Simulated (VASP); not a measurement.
# KPt (P-6m2) in VASP: single point with PBE

Aim: the single point of KPt with PBE.

Program: VASP 6.6.1. These are calculated values, not measurements. Logs are shortened: lines on timing, memory, paths and dates and some standing lists are left out, and cuts for length are marked.

## Step 1: Starting point

Symmetry: P-6m2, No. 187, hexagonal system. The conventional cell has a = 3.001 Å, b = 3.001 Å, c = 5.346 Å, α = 90.00°, β = 90.00°, γ = 120.00°. Around K (site symmetry -6m2) lie 6 K at 3.00 Å and 6 Pt at 3.19 Å. Pt (site symmetry -6m2) has 6 Pt at 3.00 Å and 6 K at 3.19 Å as nearest neighbours.

The cell comes from a database or a generator and needn't be the stable form of this composition.

## Step 2: Single point, PBE

INCAR

```
  PREC = Accurate
  ENCUT = 520
  EDIFF = 1E-6
  ISMEAR = 0
  SIGMA = 0.1
  LREAL = F
  LASPH = T
  NELM = 100
  ALGO = Normal
  ISIF = 2
  LWAVE = F
  LCHARG = F
  GGA = PE
  NBANDS = 16
```

KPOINTS

```
Automatic mesh
0
Gamma
  9 9 4
```

POSCAR

```
KPt
1.0
    3.0008472788      0.0000000000      0.0000000000
   -1.5004236394      2.5988099763      0.0000000000
    0.0000000000      0.0000000000      5.3455780000
K Pt
1 1
Direct
    0.3333333300      0.6666666700      0.5000000000
    0.0000000000      0.0000000000      0.0000000000
```

Potentials or basis: VASP PAW PBE potentials, release 64 (K_sv, Pt).

Command:

```sh
$ cat potpaw_PBE.64/K_sv/POTCAR potpaw_PBE.64/Pt/POTCAR > POTCAR
$ mpirun -np 1 vasp_std > vasp.out
```

OUTCAR:

```text
PREC = Accurate
   ENCUT = 520
   EDIFF = 1E-6
   ISMEAR = 0
   LREAL = F
   LASPH = T
   NELM = 100
   ISIF = 2
   GGA = PE

 ion  position               nearest neighbor table
   1  0.333  0.667  0.500-   2 3.19   2 3.19   2 3.19   2 3.19   2 3.19   2 3.19
   2  0.000  0.000  0.000-   1 3.19   1 3.19   1 3.19   1 3.19   1 3.19   1 3.19

  LATTYP: Found a hexagonal cell.
 ALAT       =     3.0008472788
 C/A-ratio  =     1.7813562315

  Lattice vectors:

 A1 = (   3.0008472788,   0.0000000000,   0.0000000000)
 A2 = (  -1.5004236394,   2.5988099763,   0.0000000000)
 A3 = (   0.0000000000,   0.0000000000,   5.3455780000)

Analysis of symmetry for initial positions (statically):
=====================================================================
 Subroutine PRICEL returns:
 Original cell was already a primitive cell.

 Routine SETGRP: Setting up the symmetry group for a
 hexagonal supercell.

 Subroutine GETGRP returns: Found 12 space group operations
 (whereof 12 operations were pure point group operations)
 out of a pool of 24 trial point group operations.

The static configuration has the point symmetry D_3h.

Analysis of symmetry for dynamics (positions and initial velocities):
=====================================================================
 Subroutine PRICEL returns:
 Original cell was already a primitive cell.

 Routine SETGRP: Setting up the symmetry group for a
 hexagonal supercell.

 Subroutine GETGRP returns: Found 12 space group operations
 (whereof 12 operations were pure point group operations)
 out of a pool of 24 trial point group operations.

The dynamic configuration has the point symmetry D_3h.

 Subroutine INISYM returns: Found 12 space group operations
 (whereof 12 operations are pure point group operations),
 and found     1 'primitive' translations

----------------------------------------------------------------------------------------

                                     Primitive cell

  volume of cell :      41.6882

  direct lattice vectors                    reciprocal lattice vectors
     3.000847279  0.000000000  0.000000000     0.333239218  0.192395752  0.000000000
    -1.500423639  2.598809976  0.000000000     0.000000000  0.384791504  0.000000000
     0.000000000  0.000000000  5.345578000     0.000000000  0.000000000  0.187070509

  length of vectors
     3.000847279  3.000847279  5.345578000     0.384791504  0.384791504  0.187070509

  position of ions in fractional coordinates (direct lattice)
     0.333333330  0.666666670  0.500000000
     0.000000000  0.000000000  0.000000000

  ion indices of the primitive-cell ions
   primitive index   ion index
                 1           1
                 2           2

----------------------------------------------------------------------------------------

 KPOINTS: Automatic mesh

Automatic generation of k-mesh.
 Grid dimensions read from file:
 generate k-points for:    9    9    4

 Generating k-lattice:

  Cartesian coordinates                     Fractional coordinates (reciprocal lattice)
     0.037026580  0.021377306  0.000000000     0.111111111  0.000000000  0.000000000
     0.000000000  0.042754612  0.000000000     0.000000000  0.111111111  0.000000000
     0.000000000  0.000000000  0.046767627     0.000000000  0.000000000  0.250000000

  Length of vectors
     0.042754612  0.042754612  0.046767627

  Shift w.r.t. Gamma in fractional coordinates (k-lattice)
     0.000000000  0.000000000  0.000000000

 Subroutine IBZKPT returns following result:
 ===========================================

 Found     36 irreducible k-points:

 Following reciprocal coordinates:
            Coordinates               Weight
  0.000000  0.000000  0.000000      1.000000
  0.111111 -0.000000  0.000000      6.000000
  0.222222 -0.000000  0.000000      6.000000
  0.333333 -0.000000  0.000000      6.000000
  0.444444 -0.000000  0.000000      6.000000
  0.111111  0.111111  0.000000      6.000000
[... 16 lines left out ...]
  0.333333  0.222222  0.250000     24.000000
  0.333333  0.333333  0.250000      4.000000
 [... further k-points ...]
   k-points           NKPTS =     36   k-points in BZ     NKDIM =     36   number of bands    NBANDS=     16
   number of dos      NEDOS =    301   number of ions     NIONS =      2
   total plane-waves  NPLWV =  23040
   dimension x,y,z NGX =    24 NGY =   24 NGZ =   40
   dimension x,y,z NGXF=    48 NGYF=   48 NGZF=   80
   ions per type =               1   1
   NGX,Y,Z   is equivalent  to a cutoff of  13.30, 13.30, 12.44 a.u.
   NGXF,Y,Z  is equivalent  to a cutoff of  26.59, 26.59, 24.88 a.u.
 SYSTEM =  unknown system
   PREC   = accura    normal or accurate (medium, high low for compatibility)
   ISTART =      0    job   : 0-new  1-cont  2-samecut
   ICHARG =      2    charge: 1-file 2-atom 10-const
   ISPIN  =      1    spin polarized calculation?
   LNONCOLLINEAR =      F non collinear calculations
   LSORBIT =      F    spin-orbit coupling
   LASPH  =      T    aspherical Exc in radial PAW
   ENCUT  =  520.0 eV  38.22 Ry    6.18 a.u.   5.58  5.58  9.94*2*pi/ulx,y,z
   NELM   =    100;   NELMIN=  2; NELMDL= -5     # of ELM steps
   EDIFF  = 0.1E-05   stopping-criterion for ELM
   LREAL  =      F    real-space projection
   EDIFFG = 0.1E-04   stopping-criterion for IOM
   NSW    =      0    number of steps for IOM
   IBRION =     -1    ionic relax: 0-MD 1-quasi-New 2-CG
   NFREE  =      0    steps in history (QN), initial steepest desc. (CG)
   ISIF   =      2    stress and relaxation
   ISYM   =      2    0-nonsym 1-usesym 2-fastsym
   POTIM  = 0.5000    time-step for ionic-motion
   TEBEG  =    0.0;   TEEND  =   0.0 temperature during run
   PSTRESS=    0.0 pullay stress
   NELECT =      19.0000    total number of electrons
   NUPDOWN=      -1.0000    fix difference up-down
   EMIN   =  10.00;   EMAX   =-10.00  energy-range for DOS
   EFERMI =   0.00;   METHOD = LEGACY
   ISMEAR =     0;   SIGMA  =   0.10  broadening in eV -4-tet -1-fermi 0-gaus
   EFERMI_NEDOS =   21; number of points for ismear=-14 and -15
   IALGO  =     38    algorithm
   IMIX   =      4    mixing-type and parameters
     AMIX     =   0.40;   BMIX     =  1.00
     AMIX_MAG =   1.60;   BMIX_MAG =  1.00
  volume/ion in A,a.u.               =      20.84       140.66
  Fermi-wavevector in a.u.,A,eV,Ry     =   1.259858  2.380787 21.595748  1.587243
  Thomas-Fermi vector in A             =   2.393397
   LORBIT       =      0    0 simple, 1 ext, 2 COOP (PROOUT), +10 PAW based schemes
   GGA     = PE    functional components
   LHFCALC =     F    Hartree Fock is set to
   AEXX    =    0.0000 exact exchange contribution
   IVDW    =     0    specifies the selected vdW correction
   LEPSILON=     F    determine dielectric tensor
   LRPA    =     F    only Hartree local field effects (RPA)
 non-spin polarized calculation
 Gauss-broadening in eV      SIGMA  =   0.10
  energy-cutoff  :      520.00
  volume of cell :       41.69
 maximum number of plane-waves:      1147
 NGX is ok and might be reduce to    24
   NGX = 11   NGY = 11   NGZ = 19

 number of electron      19.0000002 magnetization

 Free energy of the ion-electron system (eV)
  ---------------------------------------------------
  ext. energy  EPLUGINS =         0.00000000
  ---------------------------------------------------
  free energy    TOTEN  =        -6.59378490 eV

  energy without entropy =       -6.58817056  energy(sigma->0) =       -6.59097773

 E-fermi :   5.5474     XC(G=0): -10.6144

 val. band max:        5.5029576385   @ k =   0.0000   0.0000   0.2500
 cond. band min:       5.5667696199   @ k =   0.4444  -0.0000   0.2500
 fundamental gap:      0.0638119814
 Fermi energy:         5.5473660799

 k-point     1 :       0.0000    0.0000    0.0000
  band No.  band energies     occupation
      1     -26.8406      2.00000
      2     -10.1016      2.00000
      3      -9.2088      2.00000
      4      -9.2088      2.00000
      5      -0.9246      2.00000
      6       2.1840      2.00000
[... 8 lines left out ...]
     15      14.5727      0.00000
     16      14.5727      0.00000

 k-point     2 :       0.1111   -0.0000    0.0000
  band No.  band energies     occupation
      1     -26.7876      2.00000
      2     -10.0484      2.00000
      3      -9.5032      2.00000
      4      -9.2674      2.00000
      5      -0.5426      2.00000
      6       2.3467      2.00000
[... 8 lines left out ...]
     15      14.3673      0.00000
     16      14.4507      0.00000

 k-point     3 :       0.2222   -0.0000    0.0000
  band No.  band energies     occupation
      1     -26.6498      2.00000
      2     -10.1973      2.00000
      3      -9.9101      2.00000
      4      -9.4120      2.00000
      5       0.4470      2.00000
      6       2.5725      2.00000
[... 8 lines left out ...]
     15      14.1635      0.00000
     16      14.3460      0.00000

 k-point     4 :       0.3333   -0.0000    0.0000
  band No.  band energies     occupation
      1     -26.4865      2.00000
      2     -10.9199      2.00000
      3      -9.7461      2.00000
      4      -9.5705      2.00000
      5       1.1664      2.00000
      6       2.6577      2.00000
[... 8 lines left out ...]
     15      14.3314      0.00000
     16      14.4509      0.00000

 k-point     5 :       0.4444   -0.0000    0.0000
  band No.  band energies     occupation
      1     -26.3756      2.00000
      2     -11.3636      2.00000
      3      -9.6706      2.00000
      4      -9.6349      2.00000
      5       1.1533      2.00000
      6       2.2939      2.00000
[... 8 lines left out ...]
     15      14.7107      0.00000
     16      15.3665      0.00000

 k-point     6 :       0.1111    0.1111    0.0000
  band No.  band energies     occupation
      1     -26.6921      2.00000
      2      -9.9670      2.00000
      3      -9.9525      2.00000
      4      -9.3993      2.00000
      5       0.1683      2.00000
      6       2.6061      2.00000
[... 8 lines left out ...]
     15      13.9924      0.00000
     16      14.4928      0.00000

 k-point     7 :       0.2222    0.1111    0.0000
  band No.  band energies     occupation
      1     -26.5408      2.00000
      2     -10.6104      2.00000
      3      -9.8006      2.00000
      4      -9.6172      2.00000
      5       1.2461      2.00000
      6       2.5873      2.00000
[... 8 lines left out ...]
     15      13.7572      0.00000
     16      15.0486      0.00000

 k-point     8 :       0.3333    0.1111    0.0000
  band No.  band energies     occupation
      1     -26.4024      2.00000
      2     -11.1414      2.00000
      3      -9.8036      2.00000
      4      -9.6616      2.00000
      5       1.4825      2.00000
      6       2.4723      2.00000
[... 8 lines left out ...]
     15      13.3382      0.00000
     16      15.2161      0.00000

 k-point     9 :       0.4444    0.1111    0.0000
  band No.  band energies     occupation
      1     -26.3462      2.00000
      2     -11.3446      2.00000
      3      -9.8752      2.00000
      4      -9.6051      2.00000
      5       1.4091      2.00000
      6       2.3092      2.00000
[... 8 lines left out ...]
     15      13.9487      0.00000
     16      14.9837      0.00000
[... 172 lines left out ...]
 k-point    19 :       0.2222    0.1111    0.2500
  band No.  band energies     occupation
      1     -26.5404      2.00000
      2     -10.6053      2.00000
      3      -9.8157      2.00000
      4      -9.6179      2.00000
      5       1.3618      2.00000
      6       2.5890      2.00000
[... 8 lines left out ...]
     15      13.3513      0.00000
     16      14.0156      0.00000

 k-point    20 :       0.3333    0.1111    0.2500
  band No.  band energies     occupation
      1     -26.4023      2.00000
      2     -11.1356      2.00000
      3      -9.8044      2.00000
      4      -9.6640      2.00000
      5       1.4845      2.00000
      6       2.3582      2.00000
[... 8 lines left out ...]
     15      13.4094      0.00000
     16      13.9663      0.00000

 k-point    21 :       0.4444    0.1111    0.2500
  band No.  band energies     occupation
      1     -26.3463      2.00000
      2     -11.3387      2.00000
      3      -9.8760      2.00000
      4      -9.6028      2.00000
      5       1.3992      2.00000
      6       2.2207      2.00000
[... 8 lines left out ...]
     15      13.7416      0.00000
     16      14.1213      0.00000

 k-point    22 :       0.2222    0.2222    0.2500
  band No.  band energies     occupation
      1     -26.4131      2.00000
      2     -10.9382      2.00000
      3      -9.9862      2.00000
      4      -9.6760      2.00000
      5       2.3208      2.00000
      6       2.4056      2.00000
[... 8 lines left out ...]
     15      13.5418      0.00000
     16      14.0492      0.00000

 k-point    23 :       0.3333    0.2222    0.2500
  band No.  band energies     occupation
      1     -26.3278      2.00000
      2     -11.0976      2.00000
      3     -10.2811      2.00000
      4      -9.5830      2.00000
      5       2.1378      2.00000
      6       2.4943      2.00000
[... 8 lines left out ...]
     15      12.9667      0.00000
     16      14.1498      0.00000

 k-point    24 :       0.3333    0.3333    0.2500
  band No.  band energies     occupation
      1     -26.2981      2.00000
      2     -10.7909      2.00000
      3     -10.7685      2.00000
      4      -9.5510      2.00000
      5       2.7094      2.00000
      6       2.8177      2.00000
[... 8 lines left out ...]
     15      12.5666      0.00000
     16      13.6767      0.00000

 [... further k-points ...]
[... 5 lines left out ...]
  --------------------------------------------------------------------------------------
  -------------------------------------------------------------------------------------
  Total        0.0571304      0.0571304      0.2414103      0.0000000     -0.0000000      0.0000000
  in kB        2.1956581      2.1956581      9.2779787      0.0000000     -0.0000000      0.0000000
  external PRESSURE =       4.5564317 kB  Pullay stress =       0.0000000 kB

 VOLUME and BASIS-vectors are now :
 -----------------------------------------------------------------------------
  energy-cutoff  :      520.00
  volume of cell :       41.69
      direct lattice vectors                 reciprocal lattice vectors
     3.000847279  0.000000000  0.000000000     0.333239218  0.192395752  0.000000000
    -1.500423639  2.598809976  0.000000000     0.000000000  0.384791504  0.000000000
     0.000000000  0.000000000  5.345578000     0.000000000  0.000000000  0.187070509

 POSITION                                       TOTAL-FORCE (eV/Angst)
 -----------------------------------------------------------------------------------
     -0.00000      1.73254      2.67279        -0.000000      0.000000      0.000000
      0.00000      0.00000      0.00000         0.000000     -0.000000      0.000000
 -----------------------------------------------------------------------------------
    total drift:                                0.000010     -0.000006     -0.000000

  FREE ENERGIE OF THE ION-ELECTRON SYSTEM (eV)
  ---------------------------------------------------
  free  energy   TOTEN  =        -6.5937849023 eV

  energy  without entropy=       -6.5881705630  energy(sigma->0) =       -6.59097773
```

Run time: 14 s. Hardware: 1 thread of AMD EPYC 9R45 (Zen 5), shared host; peak memory 0.14 GiB.

What came out:

* Free energy: -6.5938 eV
* Pressure: 0.5 GPa
* Band gap on the k mesh: none (metal or under the smearing width)

Stress tensor (GPa, compression positive):
```
0.22 0.00 0.00
0.00 0.22 0.00
0.00 0.00 0.93
```

Levels at points of the mesh, in eV from the Fermi level:
| k point | band 6 | band 7 | band 8 | band 9 | band 10 | band 11 | band 12 | band 13 | band 14 | band 15 |
| --- | --- | --- | --- | --- | --- | --- | --- | --- | --- | --- |
| (0.00, 0.00, 0.00) | -3.36 | -2.39 | -2.39 | -1.05 | -1.05 | 1.59 | 1.90 | 5.63 | 5.63 | 9.03 |
| (0.00, 0.00, 0.50) | -2.53 | -2.40 | -2.40 | -1.43 | -1.05 | -1.05 | 2.85 | 5.77 | 5.77 | 9.02 |

The run has no spin-orbit coupling, so splittings on Pt are missing.
